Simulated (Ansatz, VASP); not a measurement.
# BiB: VASP beside Ansatz, part 3 of 3

Aim: how closely do two programs agree when they are given the same cell, functional and k mesh? The cell is generated by rule, not measured, and may not be a known phase. The cell is taken from a series of VASP runs on this material, whose earlier steps may have relaxed, scaled or displaced it; both programs get it as it stands.

VASP 6.6.1 and Ansatz 0.2.0.

So far. Step 3 (VASP: single point, PBE): The run ends at a pressure of 4.29 GPa. Step 5 (VASP: band structure, PBE, spin-orbit coupling): The run ends at a pressure of 4.36 GPa.

## Step 9: VASP: band structure, PBE (continued)

Level of this step: PBE; plane waves and PAW (B, Bi_d); invented cell (VASP).

Numbers of over 12 decimals in the logs are rounded to 6 here.

Parts of OUTCAR (step 9):

```text
  Total        0.8792409      0.9993761      0.9993761      0.0000000      0.0000000     -0.0000000
  in kB       35.0759069     39.8685083     39.8685083      0.0000000      0.0000000     -0.0000000
  external PRESSURE =      38.2709745 kB  Pullay stress =       0.0000000 kB

 POSITION                                       TOTAL-FORCE (eV/Angst)
 -----------------------------------------------------------------------------------
      0.00000      0.00000      0.00000        -0.000000     -0.000000     -0.000000
      1.36356      1.35678      1.35678         0.000000      0.000000      0.000000
 -----------------------------------------------------------------------------------
    total drift:                                0.000000      0.000000      0.000000

  FREE ENERGIE OF THE ION-ELECTRON SYSTEM (eV)
  ---------------------------------------------------
  free  energy   TOTEN  =        -8.9750647130 eV

  energy  without entropy=       -8.9750647130  energy(sigma->0) =       -8.97506471

[... 3 further parts left out ...]
[key lines of the parts left out:]
E-fermi :   7.7106
```

Within 0.02 Å the cell has space group F-43m; at a tight tolerance a small distortion makes it I-4m2.

## Step 10: Ansatz: band structure, PBE

The same cell, functional, mesh and smearing now go to Ansatz, which takes its cutoff from its data sets.

The cell is taken from a series of VASP runs on this material, whose earlier steps may have relaxed, scaled or displaced it; both programs get it as it stands.

input.yaml

```yaml
crystal:
  lattice:
    - [0.0, 2.71355, 2.71355]
    - [2.72711775, 0.0, 2.71355]
    - [2.72711775, 2.71355, 0.0]
  atoms:
    - { symbol: B, position: [0.0, 0.0, 0.0] }
    - { symbol: Bi, position: [0.25, 0.25, 0.25] }
hamiltonian:
  xc: pbe
  pseudopotentials: { kind: paw }
kpoints:
  mp_grid: { grid: [10, 10, 10] }
  band_path:
    path:
      - [0.0, 0.0, 0.0]
      - [0.2, 0.0, 0.2]
      - [0.4, 0.0, 0.4]
      - [0.467, -0.033, 0.5]
      - [0.36799, -0.13201, 0.5]
      - [0.26898, -0.23102, 0.5]
      - [0.18515, -0.28118, 0.46634]
      - [0.08416, -0.33168, 0.41584]
      - [0.0, -0.37376, 0.37376]
      - [0.0, -0.22426, 0.22426]
      - [0.0, -0.07475, 0.07475]
      - [0.0, 0.06667, 0.06667]
      - [0.0, 0.26667, 0.26667]
      - [0.0, 0.46667, 0.46667]
      - [0.0, 0.46634, 0.53366]
      - [0.0, 0.41584, 0.58416]
      - [0.0, 0.37376, 0.62624]
      - [0.0, 0.22426, 0.57574]
      - [0.0, 0.07475, 0.52525]
      - [0.06667, 0.03333, 0.53333]
      - [0.26667, 0.13333, 0.63333]
      - [0.46667, 0.23333, 0.73333]
      - [0.434, 0.31667, 0.75066]
      - [0.33499, 0.41667, 0.75165]
      - [0.25248, 0.5, 0.75248]
      - [0.15149, 0.5, 0.65149]
      - [0.0505, 0.5, 0.5505]
      - [0.5, 0.03333, 0.53333]
      - [0.5, 0.13333, 0.63333]
      - [0.5, 0.25, 0.75]
    npoints: 1
scf:
  occupations: { method: gaussian, width: 0.02 }
  n_extra_bands: 7
output:
  forces: true
  stress: true
  eigenvalues: true
  write_density: true
  write_potential: true
  elf: true
  volumetric_format: npy
```

Run with:

```bash
> ansatz run input.yaml --threads 2 --pin off --max-ram 4608MiB --backend cpu --events-out ev --progress --plain --runs-dir out
```

Output:

```text
[...]
Crystal: 2 atoms, lattice volume = 40.161 Å³
Basis set: ecut = 420 eV, 757 PW (Γ), exchange–correlation on 54×54×54 points (8 copies of the dense FFT grid, shifted against one another)
Bands: 16, of which v1, the nominal top of the filled ones, is band 9 counted from 1 (8 counted from 0)
Symmetry: 8 space group operations
[...]
k-points: 102 of 1000 (time reversal used)
[...]
k-point 0: bands = [... 5 lower, -3.3418, 10.9897, 11.0304, 11.0304, 11.5264, 13.8621, 13.8621, 13.8897, ... 3 higher]
  k-point 1: bands = [... 5 lower, -3.2091, 9.3895, 10.7450, 10.7733, 12.1524, 14.1731, 14.1821, 14.2529, ... 3 higher]
  k-point 2: bands = [... 5 lower, -2.8201, 7.2892, 10.2335, 10.2667, 12.0294, 14.7562, 14.7583, 15.2785, ... 3 higher]
  k-point 101: bands = [... 5 lower, -0.1502, 3.3589, 6.4110, 6.7922, 14.0582, 14.2983, 16.7916, 17.4645, ... 3 higher]
[key lines of the parts left out:]
SCF converged after 6 iterations
Free energy (F): -12550.854478 eV
Fermi energy:    11.278696 eV
P = ⅓ Tr σ = 3.8424 GPa (38.424 kbar)
```

Wall time 5 s (2 threads of Intel Xeon Platinum 8488C (Sapphire Rapids), shared host); peak memory 0.4 GiB.

## Step 11: Differences

Both answers:

```csv
quantity,Ansatz,VASP,difference
pressure (GPa),3.84,3.83,+0.02
pressure without Ansatz's Pulay correction (GPa),3.76,3.83,-0.07
gap over the path points (eV),0.496,0.486,+0.010
```

Levels at points of the path, from each program's valence-band top (eV; 3 filled, then empty):

| k (reciprocal lattice) | Ansatz | VASP |
| --- | --- | --- |
| 0.000 0.000 0.000 | -0.04 0.00 0.00 0.50 2.83 2.83 | -0.04 0.00 0.00 0.49 2.83 2.83 |
| 0.200 0.000 0.200 | -3.49 -1.85 -1.83 1.33 2.65 5.12 | -3.49 -1.85 -1.83 1.33 2.64 5.12 |
| 0.400 0.000 0.400 | -7.12 -3.40 -3.39 0.67 1.46 8.08 | -7.12 -3.40 -3.39 0.67 1.46 8.08 |
| 0.467 -0.033 0.500 | -7.96 -3.65 -3.64 0.93 1.02 8.37 | -7.96 -3.66 -3.65 0.93 1.01 8.37 |
| 0.368 -0.132 0.500 | -7.80 -4.25 -4.02 2.08 2.10 7.23 | -7.80 -4.25 -4.03 2.07 2.10 7.23 |
| 0.269 -0.231 0.500 | -7.64 -4.70 -4.29 3.35 3.76 5.35 | -7.64 -4.70 -4.29 3.35 3.76 5.35 |
| 0.185 -0.281 0.466 | -7.64 -4.80 -4.08 3.07 3.81 5.47 | -7.64 -4.80 -4.08 3.06 3.81 5.47 |
| 0.084 -0.332 0.416 | -7.67 -4.97 -3.36 1.83 3.76 6.47 | -7.67 -4.98 -3.36 1.83 3.75 6.47 |
| 0.000 -0.374 0.374 | -7.68 -5.03 -3.03 1.34 3.74 7.17 | -7.68 -5.03 -3.03 1.34 3.74 7.17 |
| 0.000 -0.224 0.224 | -5.96 -3.99 -1.42 2.09 4.46 4.61 | -5.96 -4.00 -1.42 2.09 4.46 4.60 |

Among the levels compared at these points, filled levels agree within 6 meV and empty ones within 10 meV. Ansatz's pressure holds a Pulay correction of 0.08 GPa; VASP's holds none.

## Step 12: Summary of results

```json
{"difference in gap on the k mesh (single point, PBE)": "0.0072 eV", "difference in gap over the path points (band structure, PBE, spin-orbit coupling)": "0.023 eV", "difference in gap over the path points (band structure, PBE)": "0.0096 eV"}
```

The difference in gap over the path points is 0.023 eV (band structure, PBE, spin-orbit coupling), within the 0.08 eV picked in this series as the mark of a large difference. Band structure, PBE, spin-orbit coupling, Ansatz's larger PAW set (cutoff 760 eV): the difference in gap over the path points goes from 0.023 to 0.016 eV. 2 further runs of this series are not shown here. How closely two codes agree says nothing of how well the functional describes the real material.

[Lines on the potential files, build, host, timing and source positions are cut from VASP's logs without a mark.]

[Logs are printed without paths, hosts, clocks, repeated set-up lines and the standing remarks that a program may print on its own settings, such as how far it seeks lower states.]

[Hosts, paths, dates, database ids (printed as entryN), source tags and the programs' standing remarks are cut or masked in the printed files.]
